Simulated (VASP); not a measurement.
OSZICAR of a VASP run on Se (trig):

File OSZICAR:
```
...
DAV:   3    -0.428198985279E+02    0.32337E-01   -0.88502E-02   732   0.186E+00    0.339E-01
DAV:   4    -0.428190323671E+02    0.86616E-03   -0.12043E-02   772   0.101E+00    0.249E-01
DAV:   5    -0.428174799184E+02    0.15524E-02   -0.77400E-03   712   0.937E-01    0.132E-01
DAV:   6    -0.428186493015E+02   -0.11694E-02   -0.78121E-03   702   0.946E-01    0.399E-02
DAV:   7    -0.428207632735E+02   -0.21140E-02   -0.11901E-03   712   0.369E-01    0.105E-02
DAV:   8    -0.428208100457E+02   -0.46772E-04   -0.41857E-05   872   0.715E-02    0.403E-03
DAV:   9    -0.428208171087E+02   -0.70630E-05   -0.15159E-05   722   0.406E-02    0.483E-03
DAV:  10    -0.428208180836E+02   -0.97492E-06   -0.21167E-06   516   0.155E-02
   4 F= -.40420087E+02 E0= -.40420087E+02  d E =-.111011E+00
       N       E                     dE             d eps       ncg     rms          rms(c)
DAV:   1    -0.430867524573E+02   -0.26594E+00   -0.47057E+01   702   0.438E+01    0.429E+00
DAV:   2    -0.427869657448E+02    0.29979E+00   -0.18993E+00   802   0.104E+01    0.221E+00
DAV:   3    -0.426594318179E+02    0.12753E+00   -0.41495E-01   747   0.418E+00    0.658E-01
DAV:   4    -0.426571511008E+02    0.22807E-02   -0.46246E-02   787   0.190E+00    0.611E-01
DAV:   5    -0.426526435403E+02    0.45076E-02   -0.23632E-02   712   0.161E+00    0.291E-01
DAV:   6    -0.426447465581E+02    0.78970E-02   -0.38652E-02   712   0.212E+00    0.956E-02
DAV:   7    -0.426621779724E+02   -0.17431E-01   -0.10111E-02   702   0.110E+00    0.254E-02
DAV:   8    -0.426623922079E+02   -0.21424E-03   -0.30572E-04   802   0.196E-01    0.103E-02
DAV:   9    -0.426623686169E+02    0.23591E-04   -0.59028E-05   747   0.851E-02    0.122E-02
DAV:  10    -0.426624017616E+02   -0.33145E-04   -0.14416E-05   737   0.401E-02    0.395E-03
DAV:  11    -0.426624063380E+02   -0.45764E-05   -0.32240E-06   729   0.195E-02    0.900E-04
DAV:  12    -0.426624060984E+02    0.23960E-06   -0.31790E-07   366   0.625E-03
   5 F= -.40508313E+02 E0= -.40508313E+02  d E =-.199236E+00
       N       E                     dE             d eps       ncg     rms          rms(c)
DAV:   1    -0.427268666109E+02   -0.64460E-01   -0.89641E+00   712   0.192E+01    0.211E+00
DAV:   2    -0.427698188827E+02   -0.42952E-01   -0.44055E-01   762   0.459E+00    0.127E+00
DAV:   3    -0.427506149876E+02    0.19204E-01   -0.48242E-02   757   0.168E+00    0.313E-01
DAV:   4    -0.427540318680E+02   -0.34169E-02   -0.86931E-03   702   0.936E-01    0.142E-01
DAV:   5    -0.427526376724E+02    0.13942E-02   -0.44274E-03   712   0.643E-01    0.962E-02
DAV:   6    -0.427553246833E+02   -0.26870E-02   -0.18860E-03   717   0.393E-01    0.218E-02
DAV:   7    -0.427554322239E+02   -0.10754E-03   -0.10254E-04   762   0.112E-01    0.449E-03
DAV:   8    -0.427554377822E+02   -0.55583E-05   -0.18456E-05   767   0.430E-02    0.438E-03
DAV:   9    -0.427554405864E+02   -0.28042E-05   -0.70187E-06   742   0.286E-02    0.166E-03
DAV:  10    -0.427554420379E+02   -0.14514E-05   -0.52245E-07   391   0.746E-03    0.739E-04
DAV:  11    -0.427554423141E+02   -0.27628E-06   -0.48429E-07   351   0.761E-03
   6 F= -.40489247E+02 E0= -.40489247E+02  d E =0.190667E-01
       N       E                     dE             d eps       ncg     rms          rms(c)
DAV:   1    -0.427308917131E+02    0.24550E-01   -0.30793E+00   707   0.115E+01    0.131E+00
DAV:   2    -0.427398006405E+02   -0.89089E-02   -0.12899E-01   772   0.256E+00    0.692E-01
DAV:   3    -0.427347482790E+02    0.50524E-02   -0.16831E-02   742   0.101E+00    0.127E-01
DAV:   4    -0.427355304884E+02   -0.78221E-03   -0.24426E-03   707   0.499E-01    0.917E-02
DAV:   5    -0.427348803283E+02    0.65016E-03   -0.17039E-03   702   0.407E-01    0.555E-02
DAV:   6    -0.427359339093E+02   -0.10536E-02   -0.91942E-04   702   0.289E-01    0.159E-02
DAV:   7    -0.427359776105E+02   -0.43701E-04   -0.41606E-05   782   0.661E-02    0.338E-03
DAV:   8    -0.427359846383E+02   -0.70278E-05   -0.61358E-06   787   0.244E-02    0.166E-03
DAV:   9    -0.427359857827E+02   -0.11444E-05   -0.15711E-06   451   0.132E-02    0.158E-03
DAV:  10    -0.427359854157E+02    0.36693E-06   -0.58705E-07   351   0.753E-03
   7 F= -.40534842E+02 E0= -.40534842E+02  d E =-.265288E-01
       N       E                     dE             d eps       ncg     rms          rms(c)
DAV:   1    -0.427438978498E+02   -0.79121E-02   -0.79796E-01   707   0.556E+00    0.482E-01
DAV:   2    -0.427388384244E+02    0.50594E-02   -0.19660E-02   812   0.102E+00    0.265E-01
DAV:   3    -0.427396572602E+02   -0.81884E-03   -0.78271E-03   732   0.778E-01    0.829E-02
DAV:   4    -0.427393674429E+02    0.28982E-03   -0.14909E-03   717   0.410E-01    0.429E-02
DAV:   5    -0.427395657347E+02   -0.19829E-03   -0.12653E-03   702   0.398E-01    0.281E-02
DAV:   6    -0.427399960649E+02   -0.43033E-03   -0.24971E-04   717   0.171E-01    0.655E-03
DAV:   7    -0.427400392810E+02   -0.43216E-04   -0.76208E-05   727   0.974E-02    0.592E-03
DAV:   8    -0.427400452254E+02   -0.59444E-05   -0.57856E-06   767   0.237E-02    0.357E-03
DAV:   9    -0.427400428542E+02    0.23711E-05   -0.12398E-06   501   0.133E-02    0.153E-03
DAV:  10    -0.427400453951E+02   -0.25408E-05   -0.24351E-06   486   0.163E-02    0.615E-04
DAV:  11    -0.427400454550E+02   -0.59964E-07   -0.82178E-08   351   0.286E-03
   8 F= -.40547571E+02 E0= -.40547571E+02  d E =-.127285E-01
       N       E                     dE             d eps       ncg     rms          rms(c)
DAV:   1    -0.427416676622E+02   -0.16223E-02   -0.17351E+00   707   0.822E+00    0.715E-01
DAV:   2    -0.427304733113E+02    0.11194E-01   -0.43620E-02   822   0.151E+00    0.391E-01
DAV:   3    -0.427318736858E+02   -0.14004E-02   -0.16852E-02   732   0.114E+00    0.122E-01
DAV:   4    -0.427314332285E+02    0.44046E-03   -0.30323E-03   727   0.578E-01    0.655E-02
DAV:   5    -0.427316419749E+02   -0.20875E-03   -0.25589E-03   702   0.565E-01    0.422E-02
DAV:   6    -0.427325809663E+02   -0.93899E-03   -0.60009E-04   707   0.265E-01    0.878E-03
DAV:   7    -0.427326616087E+02   -0.80642E-04   -0.14651E-04   722   0.136E-01    0.869E-03
DAV:   8    -0.427326738357E+02   -0.12227E-04   -0.10761E-05   787   0.327E-02    0.531E-03
DAV:   9    -0.427326684876E+02    0.53480E-05   -0.25642E-06   569   0.192E-02    0.261E-03
DAV:  10    -0.427326741939E+02   -0.57062E-05   -0.52662E-06   702   0.247E-02    0.866E-04
DAV:  11    -0.427326742697E+02   -0.75848E-07   -0.92328E-08   351   0.266E-03
   9 F= -.40554247E+02 E0= -.40554247E+02  d E =-.194049E-01
       N       E                     dE             d eps       ncg     rms          rms(c)
DAV:   1    -0.427336127323E+02   -0.93854E-03   -0.61975E-03   707   0.490E-01    0.428E-02
DAV:   2    -0.427335719987E+02    0.40734E-04   -0.15578E-04   822   0.904E-02    0.234E-02
DAV:   3    -0.427335763949E+02   -0.43962E-05   -0.62331E-05   732   0.674E-02    0.734E-03
DAV:   4    -0.427335756319E+02    0.76298E-06   -0.96892E-06   762   0.317E-02
  10 F= -.40554267E+02 E0= -.40554267E+02  d E =-.194251E-01
       N       E                     dE             d eps       ncg     rms          rms(c)
DAV:   1    -0.427215115252E+02    0.12065E-01   -0.37995E-02   707   0.128E+00    0.212E-01
DAV:   2    -0.427210216500E+02    0.48988E-03   -0.13105E-03   717   0.272E-01    0.110E-01
DAV:   3    -0.427207542063E+02    0.26744E-03   -0.85484E-04   702   0.189E-01    0.283E-02
DAV:   4    -0.427207739299E+02   -0.19724E-04   -0.19581E-05   732   0.439E-02    0.225E-02
DAV:   5    -0.427207519722E+02    0.21958E-04   -0.16796E-05   712   0.436E-02    0.286E-03
DAV:   6    -0.427207790309E+02   -0.27059E-04   -0.20072E-05   702   0.464E-02    0.153E-03
DAV:   7    -0.427207808899E+02   -0.18590E-05   -0.73263E-07   406   0.894E-03    0.998E-04
DAV:   8    -0.427207809481E+02   -0.58259E-07   -0.73190E-08   351   0.262E-03
  11 F= -.40554176E+02 E0= -.40554176E+02  d E =0.910796E-04
       N       E                     dE             d eps       ncg     rms          rms(c)
DAV:   1    -0.427284767373E+02   -0.76958E-02   -0.12327E-02   707   0.724E-01    0.120E-01
DAV:   2    -0.427283156144E+02    0.16112E-03   -0.42439E-04   717   0.154E-01    0.619E-02
DAV:   3    -0.427282242771E+02    0.91337E-04   -0.28312E-04   702   0.108E-01    0.159E-02
DAV:   4    -0.427282287945E+02   -0.45174E-05   -0.70407E-06   707   0.277E-02    0.125E-02
DAV:   5    -0.427282140300E+02    0.14764E-04   -0.64653E-06   717   0.291E-02    0.119E-03
DAV:   6    -0.427282250392E+02   -0.11009E-04   -0.68623E-06   702   0.307E-02    0.725E-04
DAV:   7    -0.427282253762E+02   -0.33705E-06   -0.15686E-07   351   0.436E-03
  12 F= -.40554380E+02 E0= -.40554380E+02  d E =-.112713E-03
       N       E                     dE             d eps       ncg     rms          rms(c)
DAV:   1    -0.427285358299E+02   -0.31079E-03   -0.22598E-05   707   0.310E-02    0.522E-03
DAV:   2    -0.427285354888E+02    0.34105E-06   -0.10730E-06   356   0.880E-03
  13 F= -.40554380E+02 E0= -.40554380E+02  d E =-.112877E-03
       N       E                     dE             d eps       ncg     rms          rms(c)
DAV:   1    -0.427263190724E+02    0.22168E-02   -0.93827E-03   702   0.621E-01    0.539E-02
DAV:   2    -0.427263498730E+02   -0.30801E-04   -0.39193E-04   827   0.151E-01    0.255E-02
DAV:   3    -0.427263355954E+02    0.14278E-04   -0.18176E-05   772   0.284E-02    0.127E-02
DAV:   4    -0.427263323921E+02    0.32032E-05   -0.10911E-05   712   0.272E-02    0.393E-03
DAV:   5    -0.427263319911E+02    0.40106E-06   -0.52110E-06   702   0.236E-02
  14 F= -.40554464E+02 E0= -.40554464E+02  d E =-.844416E-04
```

### Question
Which electronic solver shows in the log?

### Answer
It is blocked Davidson (ALGO = Normal, or the opening steps of other solvers). The INCAR had ALGO = Normal.

### Question
Can the final energy be trusted as converged?

### Answer
The run converged. It stopped with EDIFF = 1E-6, NELM = 100, NSW = 40 and EDIFFG = -0.02 after 14 ionic steps (r2SCAN meta-GGA, plane waves, VASP's PBE PAW potentials (set 64)). Energy and stress use the plane-wave basis of the starting cell.

The compound is Se in the trig structure. This run relaxes it under an external pressure of 5 GPa. Symmetry was kept, so distortions that lower it aren't found.
